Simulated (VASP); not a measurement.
# Ru (P6_3/mmc) in VASP: notebook, part 2 of 3

VASP 6.6.1.

## 3. Relaxation of cell and atoms, PBE

This run uses another cell than the first one, of 13.61 Å³/atom, 1.003 times its volume.

The input, INCAR:

```
ALGO     = Normal         # electronic algorithm
EDIFF    = 1E-7           # SCF threshold, eV
EDIFFG   = -0.005         # ionic threshold
ENCUT    = 300            # plane-wave cutoff, eV
GGA      = PE             # functional
IBRION   = 2              # ionic algorithm
ISIF     = 3              # what is computed and relaxed
ISMEAR   = 1              # smearing method
LASPH    = True           # aspherical terms in the spheres
LCHARG   = False          # write CHGCAR
LREAL    = False          # projectors in reciprocal space
LWAVE    = False          # write WAVECAR
NELM     = 80             # most SCF steps
NSW      = 90             # ionic steps
PREC     = Accurate       # precision mode
SIGMA    = 0.1            # smearing width, eV
```

The input, KPOINTS:

```
k-points
0
Gamma
  8 8 5
```

The input, POSCAR:

```
Ru                                      
1.0
    2.7114543643     -0.0000000000     -0.0000000000
   -1.3557271821      2.3481883607      0.0000000000
    0.0000000000     -0.0000000000      4.2756781195
  Ru            
     2
Direct
     0.3333333332999970    0.6666666667000030    0.2500000000000000
     0.6666666667000030    0.3333333332999970    0.7500000000000000
```

Potentials or basis: VASP PAW PBE potentials, release 64 (Ru).

Command:

```bash
cat potpaw_PBE.64/Ru/POTCAR > POTCAR
mpirun -np 1 vasp_std > vasp.out
```

OUTCAR:

```text
EDIFF = 1E-7
   EDIFFG = -0.005
   ENCUT = 300
   GGA = PE
   IBRION = 2
   ISIF = 3
   ISMEAR = 1
   LASPH = True
   LREAL = False
   NELM = 80
   NSW = 90
   PREC = Accurate

 ion  position               nearest neighbor table
   1  0.333  0.667  0.250-   2 2.65   2 2.65   2 2.65   2 2.65   2 2.65   2 2.65
   2  0.667  0.333  0.750-   1 2.65   1 2.65   1 2.65   1 2.65   1 2.65   1 2.65

  LATTYP: Found a hexagonal cell.
 ALAT       =     2.7114543643
 C/A-ratio  =     1.5768947380

  Lattice vectors:

 A1 = (   2.7114543643,   0.0000000000,   0.0000000000)
 A2 = (  -1.3557271821,   2.3481883607,   0.0000000000)
 A3 = (   0.0000000000,   0.0000000000,   4.2756781195)

Analysis of symmetry for initial positions (statically):
=====================================================================
 Subroutine PRICEL returns:
 Original cell was already a primitive cell.

 Routine SETGRP: Setting up the symmetry group for a
 hexagonal supercell.

 Subroutine GETGRP returns: Found 24 space group operations
 (whereof 12 operations were pure point group operations)
 out of a pool of 24 trial point group operations.
[... 182 lines left out ...]
      6      10.6062      2.00000
      7      10.6062      2.00000
      8      11.0880      2.00000
      9      11.0880      2.00000
     10      13.6702     -0.00000
     11      13.6702     -0.00000
     12      13.8278     -0.00000
[... 331 lines left out ...]
 k-point    24 :       0.3750   -0.0000    0.4000
  band No.  band energies     occupation
      1       6.5123      2.00000
      2       6.9959      2.00000
      3       7.9885      2.00000
      4       8.5128      2.00000
      5      10.8014      2.00000
      6      11.3099      2.00000
      7      11.9975      2.00000
      8      12.5170      0.92400
      9      13.4959     -0.00000
     10      13.8195     -0.00000
     11      14.1179     -0.00000
     12      16.2967      0.00000

 [... further k-points ...]

------------------------ aborting loop because EDIFF is reached ----------------------------------------

  FORCE on cell =-STRESS in cart. coord.  units (eV):
  Direction    XX          YY          ZZ          XY          YZ          ZX
  --------------------------------------------------------------------------------------
  -------------------------------------------------------------------------------------
  Total        0.0041177      0.0041177      0.0044629      0.0000000      0.0000000     -0.0000000
  in kB        0.2423389      0.2423389      0.2626544      0.0000000      0.0000000     -0.0000000
  external PRESSURE =       0.2491107 kB  Pullay stress =       0.0000000 kB

 VOLUME and BASIS-vectors are now :
 -----------------------------------------------------------------------------
  energy-cutoff  :      300.00
  volume of cell :       27.22
      direct lattice vectors                 reciprocal lattice vectors
     2.711454364  0.000000000  0.000000000     0.368805765  0.212930107  0.000000000
    -1.355727182  2.348188361  0.000000000     0.000000000  0.425860215  0.000000000
     0.000000000  0.000000000  4.275678120     0.000000000  0.000000000  0.233881029

 POSITION                                       TOTAL-FORCE (eV/Angst)
 -----------------------------------------------------------------------------------
     -0.00000      1.56546      1.06892         0.000000     -0.000000      0.000000
      1.35573      0.78273      3.20676        -0.000000      0.000000      0.000000
 -----------------------------------------------------------------------------------
    total drift:                               -0.000000      0.000000     -0.000000

  FREE ENERGIE OF THE ION-ELECTRON SYSTEM (eV)
  ---------------------------------------------------
  free  energy   TOTEN  =       -18.5505428891 eV

  energy  without entropy=      -18.5497321205  energy(sigma->0) =      -18.55027263

 reached required accuracy - stopping structural energy minimisation
```

CONTCAR:

```text
Ru
   1.00000000000000
     2.7114543643000002    0.0000000000000000    0.0000000000000000
    -1.3557271821000001    2.3481883607000000    0.0000000000000000
     0.0000000000000000    0.0000000000000000    4.2756781195000002
  Ru
     2
Direct
     0.3333333332999970    0.6666666667000030    0.2500000000000000
     0.6666666667000030    0.3333333332999970    0.7500000000000000

  0.00000000E+00  0.00000000E+00  0.00000000E+00
  0.00000000E+00  0.00000000E+00  0.00000000E+00
```

Wall time 5.8 s (1 thread of Intel Xeon Platinum 8259CL at 2.50GHz (Skylake/Cascade Lake), shared host); peak memory 0.11 GiB.

What came out:

```yaml
Free_energy: -18.5505 eV
Pressure_after_relaxing: 0.0 GPa
Band_gap_on_the_k_mesh: none (metal or under the smearing width)
```

Final structure:
```
Ru
1.0
     2.71145    0.00000    0.00000
    -1.35573    2.34819    0.00000
     0.00000    0.00000    4.27568
Ru
2
Direct
  0.33333 0.66667 0.25000
  0.66667 0.33333 0.75000
```

Caveat: the relaxation stopped at its first step, so nothing moved.

## 4. Relaxation of shape and atoms at fixed volume, PBE (a relaxed cell with its volume scaled by 0.94)

The input, INCAR:

```
ALGO     = Normal         # electronic algorithm
EDIFF    = 1E-7           # SCF threshold, eV
EDIFFG   = -0.01          # ionic threshold
ENCUT    = 300            # plane-wave cutoff, eV
GGA      = PE             # functional
IBRION   = 2              # ionic algorithm
ISIF     = 4              # what is computed and relaxed
ISMEAR   = 1              # smearing method
LASPH    = True           # aspherical terms in the spheres
LCHARG   = False          # write CHGCAR
LREAL    = False          # projectors in reciprocal space
LWAVE    = False          # write WAVECAR
NELM     = 80             # most SCF steps
NSW      = 40             # ionic steps
PREC     = Accurate       # precision mode
SIGMA    = 0.1            # smearing width, eV
```

KPOINTS is that of step 3.

The input, POSCAR:

```
Ru                                      
1.0
    2.6561030297      0.0000000000      0.0000000000
   -1.3280515148      2.3002526988      0.0000000000
    0.0000000000      0.0000000000      4.1883948912
  Ru            
     2
Direct
     0.3333333332999970    0.6666666667000030    0.2500000000000000
     0.6666666667000030    0.3333333332999970    0.7500000000000000
```

Command:

```bash
cat potpaw_PBE.64/Ru/POTCAR > POTCAR
mpirun -np 1 vasp_std > vasp.out
```

Run time: 10 s. Hardware: 1 thread of Intel Xeon Platinum 8259CL at 2.50GHz (Skylake/Cascade Lake), shared host; peak memory 0.12 GiB.

Results (log left out):

```
Free energy               : -18.4337 eV
Energy gained by relaxing : 0.1 meV/atom
Ionic steps               : 3
Pressure after relaxing   : 23.1 GPa
Band gap on the k mesh    : none (metal or under the smearing width)
```

Step by step:
| step | energy change (eV) | largest force (eV/Å) | pressure (GPa) |
| --- | --- | --- | --- |
| 1 | 0.0000 | 0.0000 | 23.13 |
| 2 | 0.0000 | 0.0000 | 23.05 |
| 3 | -0.0002 | 0.0000 | 23.09 |

Final structure:
```xyz
2
Lattice="2.6535 0.0000 0.0000 -1.3268 2.2980 0.0000 0.0000 0.0000 4.1965" Properties=species:S:1:pos:R:3 pbc="T T T"
Ru    0.0000    1.5320    1.0491
Ru    1.3268    0.7660    3.1474
```

Levels at points of the mesh, in eV from the Fermi level:
```
           k point  band 6  band 7  band 8  band 9  band 10  band 11
(0.00, 0.00, 0.00)   -2.11   -2.11   -1.55   -1.55     1.26     1.26
(0.50, 0.00, 0.00)   -1.92   -1.66    1.55    2.02     2.09     4.37
```

## 5. Relaxation of shape and atoms at fixed volume, PBE (a relaxed cell with its volume scaled by 0.96)

INCAR is that of step 4.

KPOINTS is that of step 4.

The input, POSCAR:

```
Ru                                      
1.0
    2.6748085969      0.0000000000      0.0000000000
   -1.3374042984      2.3164521952      0.0000000000
    0.0000000000      0.0000000000      4.2178916017
  Ru            
     2
Direct
     0.3333333332999970    0.6666666667000030    0.2500000000000000
     0.6666666667000030    0.3333333332999970    0.7500000000000000
```

Command:

```bash
cat potpaw_PBE.64/Ru/POTCAR > POTCAR
mpirun -np 1 vasp_std > vasp.out
```

Wall time 11 s (1 thread of Intel Xeon Platinum 8259CL at 2.50GHz (Skylake/Cascade Lake), shared host); peak memory 0.11 GiB.

It converged, with:

- Free energy: -18.4993 eV
- Energy gained by relaxing: 0.0 meV/atom
- Ionic steps: 3
- Pressure after relaxing: 14.5 GPa
- Band gap on the k mesh: none (metal or under the smearing width)

Final structure:
```cif
data_structure
_symmetry_space_group_name_H-M 'P 1'
_symmetry_Int_Tables_number 1
_cell_length_a 2.6731
_cell_length_b 2.6731
_cell_length_c 4.2233
_cell_angle_alpha 90.000
_cell_angle_beta 90.000
_cell_angle_gamma 120.000
_cell_volume 26.13
loop_
_atom_site_label
_atom_site_type_symbol
_atom_site_fract_x
_atom_site_fract_y
_atom_site_fract_z
_atom_site_occupancy
Ru1 Ru 0.33333 0.66667 0.25000 1
Ru2 Ru 0.66667 0.33333 0.75000 1
```

Levels at points of the mesh, in eV from the Fermi level:
| k point | band 6 | band 7 | band 8 | band 9 | band 10 | band 11 |
| --- | --- | --- | --- | --- | --- | --- |
| (0.00, 0.00, 0.00) | -2.04 | -2.04 | -1.50 | -1.50 | 1.23 | 1.23 |
| (0.50, 0.00, 0.00) | -1.89 | -1.61 | 1.49 | 1.94 | 2.03 | 4.25 |

[end of part 2 of 3]
